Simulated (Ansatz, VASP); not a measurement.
# Cross-check of Ge (Germanium) between VASP and Ansatz, part 2 of 3

Wanted: the spread between two codes on one cell, functional and k mesh. The structure shown is the start of the Ansatz relaxation below; VASP solves that cell, so the two are compared at the walk's first step.

VASP 6.6.1 and Ansatz 0.2.0.

So far: The structure; Ansatz: relaxation, r2SCAN.

**3. VASP: single point, r2SCAN, start cell**

Level of this step: r2SCAN; plane waves and PAW (Ge_d) (VASP).

The same cell, functional, mesh and smearing now go to VASP, with its own data sets.

Lines of VASP's logs that name or quote its potential files are left out, and so is its time.

INCAR

```
SYSTEM = Ge
PREC = Accurate
ENCUT = 450
EDIFF = 1E-06
NELM = 120
ISMEAR = 0
SIGMA = 0.02
LREAL = .FALSE.
ALGO = Normal
METAGGA = R2SCAN
LASPH = .TRUE.
NBANDS = 20
LORBIT = 11
LWAVE = .FALSE.
LCHARG = .FALSE.
ISIF = 2
ISYM = 2
GGA_COMPAT = .FALSE.
EFERMI = MIDGAP
LMIXTAU = .TRUE.
KPAR = 2
```

POSCAR

```
Ge
1.0
    0.0285190000      2.8651410000      2.8272810000
    2.8651410000      0.0285190000      2.8272810000
    2.8936590000      2.8936590000      0.0000000000
Ge
2
Direct
    0.5005977474      0.5005977474      0.4993668301
    0.7494023410      0.7494023410      0.7506324767
```

KPOINTS

```
Points of the shifted mesh
1728
Reciprocal
 0.0416666667  0.0416666667  0.0416666667 1
 0.0416666667  0.0416666667  0.1250000000 1
 0.0416666667  0.0416666667  0.2083333333 1
 0.0416666667  0.0416666667  0.2916666667 1
 0.0416666667  0.0416666667  0.3750000000 1
 0.0416666667  0.0416666667  0.4583333333 1
 0.0416666667  0.0416666667  0.5416666667 1
 0.0416666667  0.0416666667  0.6250000000 1
 0.0416666667  0.0416666667  0.7083333333 1
 0.0416666667  0.0416666667  0.7916666667 1
 0.0416666667  0.0416666667  0.8750000000 1
 0.0416666667  0.0416666667  0.9583333333 1
 0.0416666667  0.1250000000  0.0416666667 1
 0.0416666667  0.1250000000  0.1250000000 1
 0.0416666667  0.1250000000  0.2083333333 1
 0.0416666667  0.1250000000  0.2916666667 1
 0.0416666667  0.1250000000  0.3750000000 1
 0.0416666667  0.1250000000  0.4583333333 1
 0.0416666667  0.1250000000  0.5416666667 1
 0.0416666667  0.1250000000  0.6250000000 1
 0.0416666667  0.1250000000  0.7083333333 1
 0.0416666667  0.1250000000  0.7916666667 1
 0.0416666667  0.1250000000  0.8750000000 1
 0.0416666667  0.1250000000  0.9583333333 1
 0.0416666667  0.2083333333  0.0416666667 1
 0.0416666667  0.2083333333  0.1250000000 1
 0.0416666667  0.2083333333  0.2083333333 1
 0.0416666667  0.2083333333  0.2916666667 1
 0.0416666667  0.2083333333  0.3750000000 1
 0.0416666667  0.2083333333  0.4583333333 1
 0.0416666667  0.2083333333  0.5416666667 1
 0.0416666667  0.2083333333  0.6250000000 1
 0.0416666667  0.2083333333  0.7083333333 1
 0.0416666667  0.2083333333  0.7916666667 1
 0.0416666667  0.2083333333  0.8750000000 1
 0.0416666667  0.2083333333  0.9583333333 1
 0.0416666667  0.2916666667  0.0416666667 1
 0.0416666667  0.2916666667  0.1250000000 1
 0.0416666667  0.2916666667  0.2083333333 1
 0.0416666667  0.2916666667  0.2916666667 1
 0.0416666667  0.2916666667  0.3750000000 1
 0.0416666667  0.2916666667  0.4583333333 1
 0.0416666667  0.2916666667  0.5416666667 1
 0.0416666667  0.2916666667  0.6250000000 1
 0.0416666667  0.2916666667  0.7083333333 1
 0.0416666667  0.2916666667  0.7916666667 1
 0.0416666667  0.2916666667  0.8750000000 1
 0.0416666667  0.2916666667  0.9583333333 1
 0.0416666667  0.3750000000  0.0416666667 1
 0.0416666667  0.3750000000  0.1250000000 1
 0.0416666667  0.3750000000  0.2083333333 1
 0.0416666667  0.3750000000  0.2916666667 1
 0.0416666667  0.3750000000  0.3750000000 1
 0.0416666667  0.3750000000  0.4583333333 1
 0.0416666667  0.3750000000  0.5416666667 1
 0.0416666667  0.3750000000  0.6250000000 1
 0.0416666667  0.3750000000  0.7083333333 1
 0.0416666667  0.3750000000  0.7916666667 1
 0.0416666667  0.3750000000  0.8750000000 1
 0.0416666667  0.3750000000  0.9583333333 1
 0.0416666667  0.4583333333  0.0416666667 1
 0.0416666667  0.4583333333  0.1250000000 1
 0.0416666667  0.4583333333  0.2083333333 1
 0.0416666667  0.4583333333  0.2916666667 1
 0.0416666667  0.4583333333  0.3750000000 1
 0.0416666667  0.4583333333  0.4583333333 1
 0.0416666667  0.4583333333  0.5416666667 1
 0.0416666667  0.4583333333  0.6250000000 1
 0.0416666667  0.4583333333  0.7083333333 1
 0.0416666667  0.4583333333  0.7916666667 1
 0.0416666667  0.4583333333  0.8750000000 1
 0.0416666667  0.4583333333  0.9583333333 1
 0.0416666667  0.5416666667  0.0416666667 1
 0.0416666667  0.5416666667  0.1250000000 1
 0.0416666667  0.5416666667  0.2083333333 1
 0.0416666667  0.5416666667  0.2916666667 1
 0.0416666667  0.5416666667  0.3750000000 1
 0.0416666667  0.5416666667  0.4583333333 1
 0.0416666667  0.5416666667  0.5416666667 1
 0.0416666667  0.5416666667  0.6250000000 1
 0.0416666667  0.5416666667  0.7083333333 1
 0.0416666667  0.5416666667  0.7916666667 1
 0.0416666667  0.5416666667  0.8750000000 1
 0.0416666667  0.5416666667  0.9583333333 1
 0.0416666667  0.6250000000  0.0416666667 1
 0.0416666667  0.6250000000  0.1250000000 1
 0.0416666667  0.6250000000  0.2083333333 1
 0.0416666667  0.6250000000  0.2916666667 1
 0.0416666667  0.6250000000  0.3750000000 1
 0.0416666667  0.6250000000  0.4583333333 1
 0.0416666667  0.6250000000  0.5416666667 1
 0.0416666667  0.6250000000  0.6250000000 1
 0.0416666667  0.6250000000  0.7083333333 1
 0.0416666667  0.6250000000  0.7916666667 1
 0.0416666667  0.6250000000  0.8750000000 1
 0.0416666667  0.6250000000  0.9583333333 1
 0.0416666667  0.7083333333  0.0416666667 1
 0.0416666667  0.7083333333  0.1250000000 1
 0.0416666667  0.7083333333  0.2083333333 1
 0.0416666667  0.7083333333  0.2916666667 1
 0.0416666667  0.7083333333  0.3750000000 1
 0.0416666667  0.7083333333  0.4583333333 1
 0.0416666667  0.7083333333  0.5416666667 1
 0.0416666667  0.7083333333  0.6250000000 1
 0.0416666667  0.7083333333  0.7083333333 1
 0.0416666667  0.7083333333  0.7916666667 1
 0.0416666667  0.7083333333  0.8750000000 1
 0.0416666667  0.7083333333  0.9583333333 1
 0.0416666667  0.7916666667  0.0416666667 1
 0.0416666667  0.7916666667  0.1250000000 1
 0.0416666667  0.7916666667  0.2083333333 1
 0.0416666667  0.7916666667  0.2916666667 1
[... 1390 lines left out ...]
 0.8750000000  0.4583333333  0.1250000000 1
 0.8750000000  0.4583333333  0.2083333333 1
 0.8750000000  0.4583333333  0.2916666667 1
 0.8750000000  0.4583333333  0.3750000000 1
 0.8750000000  0.4583333333  0.4583333333 1
 0.8750000000  0.4583333333  0.5416666667 1
 0.8750000000  0.4583333333  0.6250000000 1
 0.8750000000  0.4583333333  0.7083333333 1
 0.8750000000  0.4583333333  0.7916666667 1
 0.8750000000  0.4583333333  0.8750000000 1
 0.8750000000  0.4583333333  0.9583333333 1
 0.8750000000  0.5416666667  0.0416666667 1
 0.8750000000  0.5416666667  0.1250000000 1
 0.8750000000  0.5416666667  0.2083333333 1
 0.8750000000  0.5416666667  0.2916666667 1
 0.8750000000  0.5416666667  0.3750000000 1
 0.8750000000  0.5416666667  0.4583333333 1
 0.8750000000  0.5416666667  0.5416666667 1
 0.8750000000  0.5416666667  0.6250000000 1
 0.8750000000  0.5416666667  0.7083333333 1
 0.8750000000  0.5416666667  0.7916666667 1
 0.8750000000  0.5416666667  0.8750000000 1
 0.8750000000  0.5416666667  0.9583333333 1
 0.8750000000  0.6250000000  0.0416666667 1
 0.8750000000  0.6250000000  0.1250000000 1
 0.8750000000  0.6250000000  0.2083333333 1
 0.8750000000  0.6250000000  0.2916666667 1
 0.8750000000  0.6250000000  0.3750000000 1
 0.8750000000  0.6250000000  0.4583333333 1
 0.8750000000  0.6250000000  0.5416666667 1
 0.8750000000  0.6250000000  0.6250000000 1
 0.8750000000  0.6250000000  0.7083333333 1
 0.8750000000  0.6250000000  0.7916666667 1
 0.8750000000  0.6250000000  0.8750000000 1
 0.8750000000  0.6250000000  0.9583333333 1
 0.8750000000  0.7083333333  0.0416666667 1
 0.8750000000  0.7083333333  0.1250000000 1
 0.8750000000  0.7083333333  0.2083333333 1
 0.8750000000  0.7083333333  0.2916666667 1
 0.8750000000  0.7083333333  0.3750000000 1
 0.8750000000  0.7083333333  0.4583333333 1
 0.8750000000  0.7083333333  0.5416666667 1
 0.8750000000  0.7083333333  0.6250000000 1
 0.8750000000  0.7083333333  0.7083333333 1
 0.8750000000  0.7083333333  0.7916666667 1
 0.8750000000  0.7083333333  0.8750000000 1
 0.8750000000  0.7083333333  0.9583333333 1
 0.8750000000  0.7916666667  0.0416666667 1
 0.8750000000  0.7916666667  0.1250000000 1
 0.8750000000  0.7916666667  0.2083333333 1
 0.8750000000  0.7916666667  0.2916666667 1
 0.8750000000  0.7916666667  0.3750000000 1
 0.8750000000  0.7916666667  0.4583333333 1
 0.8750000000  0.7916666667  0.5416666667 1
 0.8750000000  0.7916666667  0.6250000000 1
 0.8750000000  0.7916666667  0.7083333333 1
 0.8750000000  0.7916666667  0.7916666667 1
 0.8750000000  0.7916666667  0.8750000000 1
 0.8750000000  0.7916666667  0.9583333333 1
 0.8750000000  0.8750000000  0.0416666667 1
 0.8750000000  0.8750000000  0.1250000000 1
 0.8750000000  0.8750000000  0.2083333333 1
 0.8750000000  0.8750000000  0.2916666667 1
 0.8750000000  0.8750000000  0.3750000000 1
 0.8750000000  0.8750000000  0.4583333333 1
 0.8750000000  0.8750000000  0.5416666667 1
 0.8750000000  0.8750000000  0.6250000000 1
 0.8750000000  0.8750000000  0.7083333333 1
 0.8750000000  0.8750000000  0.7916666667 1
 0.8750000000  0.8750000000  0.8750000000 1
 0.8750000000  0.8750000000  0.9583333333 1
 0.8750000000  0.9583333333  0.0416666667 1
 0.8750000000  0.9583333333  0.1250000000 1
 0.8750000000  0.9583333333  0.2083333333 1
 0.8750000000  0.9583333333  0.2916666667 1
 0.8750000000  0.9583333333  0.3750000000 1
 0.8750000000  0.9583333333  0.4583333333 1
 0.8750000000  0.9583333333  0.5416666667 1
 0.8750000000  0.9583333333  0.6250000000 1
 0.8750000000  0.9583333333  0.7083333333 1
 0.8750000000  0.9583333333  0.7916666667 1
 0.8750000000  0.9583333333  0.8750000000 1
 0.8750000000  0.9583333333  0.9583333333 1
 0.9583333333  0.0416666667  0.0416666667 1
 0.9583333333  0.0416666667  0.1250000000 1
 0.9583333333  0.0416666667  0.2083333333 1
 0.9583333333  0.0416666667  0.2916666667 1
 0.9583333333  0.0416666667  0.3750000000 1
 0.9583333333  0.0416666667  0.4583333333 1
 0.9583333333  0.0416666667  0.5416666667 1
 0.9583333333  0.0416666667  0.6250000000 1
 0.9583333333  0.0416666667  0.7083333333 1
 0.9583333333  0.0416666667  0.7916666667 1
 0.9583333333  0.0416666667  0.8750000000 1
 0.9583333333  0.0416666667  0.9583333333 1
 0.9583333333  0.1250000000  0.0416666667 1
 0.9583333333  0.1250000000  0.1250000000 1
 0.9583333333  0.1250000000  0.2083333333 1
 0.9583333333  0.1250000000  0.2916666667 1
 0.9583333333  0.1250000000  0.3750000000 1
 0.9583333333  0.1250000000  0.4583333333 1
 0.9583333333  0.1250000000  0.5416666667 1
 0.9583333333  0.1250000000  0.6250000000 1
 0.9583333333  0.1250000000  0.7083333333 1
 0.9583333333  0.1250000000  0.7916666667 1
 0.9583333333  0.1250000000  0.8750000000 1
 0.9583333333  0.1250000000  0.9583333333 1
 0.9583333333  0.2083333333  0.0416666667 1
 0.9583333333  0.2083333333  0.1250000000 1
 0.9583333333  0.2083333333  0.2083333333 1
 0.9583333333  0.2083333333  0.2916666667 1
 0.9583333333  0.2083333333  0.3750000000 1
 0.9583333333  0.2083333333  0.4583333333 1
 0.9583333333  0.2083333333  0.5416666667 1
 0.9583333333  0.2083333333  0.6250000000 1
 0.9583333333  0.2083333333  0.7083333333 1
 0.9583333333  0.2083333333  0.7916666667 1
 0.9583333333  0.2083333333  0.8750000000 1
 0.9583333333  0.2083333333  0.9583333333 1
 0.9583333333  0.2916666667  0.0416666667 1
 0.9583333333  0.2916666667  0.1250000000 1
 0.9583333333  0.2916666667  0.2083333333 1
 0.9583333333  0.2916666667  0.2916666667 1
 0.9583333333  0.2916666667  0.3750000000 1
 0.9583333333  0.2916666667  0.4583333333 1
 0.9583333333  0.2916666667  0.5416666667 1
 0.9583333333  0.2916666667  0.6250000000 1
 0.9583333333  0.2916666667  0.7083333333 1
 0.9583333333  0.2916666667  0.7916666667 1
 0.9583333333  0.2916666667  0.8750000000 1
 0.9583333333  0.2916666667  0.9583333333 1
 0.9583333333  0.3750000000  0.0416666667 1
 0.9583333333  0.3750000000  0.1250000000 1
 0.9583333333  0.3750000000  0.2083333333 1
 0.9583333333  0.3750000000  0.2916666667 1
 0.9583333333  0.3750000000  0.3750000000 1
 0.9583333333  0.3750000000  0.4583333333 1
 0.9583333333  0.3750000000  0.5416666667 1
 0.9583333333  0.3750000000  0.6250000000 1
 0.9583333333  0.3750000000  0.7083333333 1
 0.9583333333  0.3750000000  0.7916666667 1
 0.9583333333  0.3750000000  0.8750000000 1
 0.9583333333  0.3750000000  0.9583333333 1
 0.9583333333  0.4583333333  0.0416666667 1
 0.9583333333  0.4583333333  0.1250000000 1
 0.9583333333  0.4583333333  0.2083333333 1
 0.9583333333  0.4583333333  0.2916666667 1
 0.9583333333  0.4583333333  0.3750000000 1
 0.9583333333  0.4583333333  0.4583333333 1
 0.9583333333  0.4583333333  0.5416666667 1
 0.9583333333  0.4583333333  0.6250000000 1
 0.9583333333  0.4583333333  0.7083333333 1
 0.9583333333  0.4583333333  0.7916666667 1
 0.9583333333  0.4583333333  0.8750000000 1
 0.9583333333  0.4583333333  0.9583333333 1
 0.9583333333  0.5416666667  0.0416666667 1
 0.9583333333  0.5416666667  0.1250000000 1
 0.9583333333  0.5416666667  0.2083333333 1
 0.9583333333  0.5416666667  0.2916666667 1
 0.9583333333  0.5416666667  0.3750000000 1
 0.9583333333  0.5416666667  0.4583333333 1
 0.9583333333  0.5416666667  0.5416666667 1
 0.9583333333  0.5416666667  0.6250000000 1
 0.9583333333  0.5416666667  0.7083333333 1
 0.9583333333  0.5416666667  0.7916666667 1
 0.9583333333  0.5416666667  0.8750000000 1
 0.9583333333  0.5416666667  0.9583333333 1
 0.9583333333  0.6250000000  0.0416666667 1
 0.9583333333  0.6250000000  0.1250000000 1
 0.9583333333  0.6250000000  0.2083333333 1
 0.9583333333  0.6250000000  0.2916666667 1
 0.9583333333  0.6250000000  0.3750000000 1
 0.9583333333  0.6250000000  0.4583333333 1
 0.9583333333  0.6250000000  0.5416666667 1
 0.9583333333  0.6250000000  0.6250000000 1
 0.9583333333  0.6250000000  0.7083333333 1
 0.9583333333  0.6250000000  0.7916666667 1
 0.9583333333  0.6250000000  0.8750000000 1
 0.9583333333  0.6250000000  0.9583333333 1
 0.9583333333  0.7083333333  0.0416666667 1
 0.9583333333  0.7083333333  0.1250000000 1
 0.9583333333  0.7083333333  0.2083333333 1
 0.9583333333  0.7083333333  0.2916666667 1
 0.9583333333  0.7083333333  0.3750000000 1
 0.9583333333  0.7083333333  0.4583333333 1
 0.9583333333  0.7083333333  0.5416666667 1
 0.9583333333  0.7083333333  0.6250000000 1
 0.9583333333  0.7083333333  0.7083333333 1
 0.9583333333  0.7083333333  0.7916666667 1
 0.9583333333  0.7083333333  0.8750000000 1
 0.9583333333  0.7083333333  0.9583333333 1
 0.9583333333  0.7916666667  0.0416666667 1
 0.9583333333  0.7916666667  0.1250000000 1
 0.9583333333  0.7916666667  0.2083333333 1
 0.9583333333  0.7916666667  0.2916666667 1
 0.9583333333  0.7916666667  0.3750000000 1
 0.9583333333  0.7916666667  0.4583333333 1
 0.9583333333  0.7916666667  0.5416666667 1
 0.9583333333  0.7916666667  0.6250000000 1
 0.9583333333  0.7916666667  0.7083333333 1
 0.9583333333  0.7916666667  0.7916666667 1
 0.9583333333  0.7916666667  0.8750000000 1
 0.9583333333  0.7916666667  0.9583333333 1
 0.9583333333  0.8750000000  0.0416666667 1
 0.9583333333  0.8750000000  0.1250000000 1
 0.9583333333  0.8750000000  0.2083333333 1
 0.9583333333  0.8750000000  0.2916666667 1
 0.9583333333  0.8750000000  0.3750000000 1
 0.9583333333  0.8750000000  0.4583333333 1
 0.9583333333  0.8750000000  0.5416666667 1
 0.9583333333  0.8750000000  0.6250000000 1
 0.9583333333  0.8750000000  0.7083333333 1
 0.9583333333  0.8750000000  0.7916666667 1
 0.9583333333  0.8750000000  0.8750000000 1
 0.9583333333  0.8750000000  0.9583333333 1
 0.9583333333  0.9583333333  0.0416666667 1
 0.9583333333  0.9583333333  0.1250000000 1
 0.9583333333  0.9583333333  0.2083333333 1
 0.9583333333  0.9583333333  0.2916666667 1
 0.9583333333  0.9583333333  0.3750000000 1
 0.9583333333  0.9583333333  0.4583333333 1
 0.9583333333  0.9583333333  0.5416666667 1
 0.9583333333  0.9583333333  0.6250000000 1
 0.9583333333  0.9583333333  0.7083333333 1
 0.9583333333  0.9583333333  0.7916666667 1
 0.9583333333  0.9583333333  0.8750000000 1
 0.9583333333  0.9583333333  0.9583333333 1
```

Potentials, in the order of the species: Ge_d (PBE family, release 64).

Command:

```sh
$ mpirun -np 2 vasp_std
```

The log of the run:

```text
[banner, memory and clock lines left out]
running    2 mpi-ranks, on    1 nodes
 distrk:  each k-point on    1 cores,    2 groups
 distr:  one band on    1 cores,    1 groups

 POSCAR found type information on POSCAR Ge
 POSCAR found :  1 types and       2 ions
|                                                                             |
|               ----> ADVICE to this user running VASP <----                  |
|                                                                             |
|     You enforced a specific xc type in the INCAR file but a different       |
|     [... a line on the potential file left out ...]
|     I HOPE YOU KNOW WHAT YOU ARE DOING!                                     |
|                                                                             |

 LDA part: xc-table for (None), standard interpolation
 POSCAR, INCAR and KPOINTS ok, starting setup
 FFT: planning ... GRIDC
 FFT: planning ... GRID_SOFT
 FFT: planning ... GRID
 WAVECAR not read
 entering main loop
       N       E                     dE             d eps       ncg     rms          rms(c)
DAV:   1     0.160851664841E+03    0.16085E+03   -0.14323E+04 74240   0.362E+03
DAV:   2    -0.514847657890E+01   -0.16600E+03   -0.16159E+03 69276   0.574E+02
DAV:   3    -0.296492928217E+02   -0.24501E+02   -0.24342E+02 77840   0.144E+02
DAV:   4    -0.304238249101E+02   -0.77453E+00   -0.77409E+00 77812   0.302E+01
DAV:   5    -0.304370478318E+02   -0.13223E-01   -0.13223E-01 77380   0.430E+00    0.325E+00
DAV:   6    -0.277365007404E+02    0.27005E+01   -0.36636E-01 74980   0.106E+01    0.189E+00
DAV:   7    -0.278824556919E+02   -0.14595E+00   -0.31568E-01 91172   0.820E+00    0.321E-01
DAV:   8    -0.277458129352E+02    0.13664E+00   -0.13664E-01 71592   0.477E+00    0.122E-01
DAV:   9    -0.277355885371E+02    0.10224E-01   -0.33621E-03 80308   0.613E-01    0.116E-01
DAV:  10    -0.277336725797E+02    0.19160E-02   -0.88734E-05 82344   0.987E-02    0.124E-01
DAV:  11    -0.277316022935E+02    0.20703E-02   -0.73943E-03 71052   0.109E+00    0.728E-02
DAV:  12    -0.277331708528E+02   -0.15686E-02   -0.69014E-04 71832   0.320E-01    0.799E-02
DAV:  13    -0.277332604261E+02   -0.89573E-04   -0.33237E-05 78972   0.535E-02    0.696E-02
DAV:  14    -0.277338762260E+02   -0.61580E-03   -0.10397E-04 69780   0.870E-02    0.409E-02
DAV:  15    -0.277338993329E+02   -0.23107E-04   -0.20139E-05 57908   0.419E-02    0.147E-02
DAV:  16    -0.277339645116E+02   -0.65179E-04   -0.20696E-05 55924   0.378E-02    0.487E-03
DAV:  17    -0.277339685097E+02   -0.39981E-05   -0.20394E-06 58176   0.139E-02    0.256E-03
DAV:  18    -0.277339697765E+02   -0.12668E-05   -0.32450E-07 45944   0.668E-03    0.849E-04
DAV:  19    -0.277339706830E+02   -0.90648E-06   -0.20782E-07 42696   0.685E-03
   1 F= -.27733971E+02 E0= -.27733971E+02  d E =-.244380E-70
```

(Continued in part 3 of 3.)

[Lines on the potential files, build, host, timing and source positions are cut from VASP's logs without a mark.]

[Logs are printed without paths, hosts, clocks, repeated set-up lines and the standing remarks that a program may print on its own settings, such as how far it seeks lower states.]

[Hosts, paths, dates, database ids (printed as entryN), source tags and the programs' standing remarks are cut or masked in the printed files.]
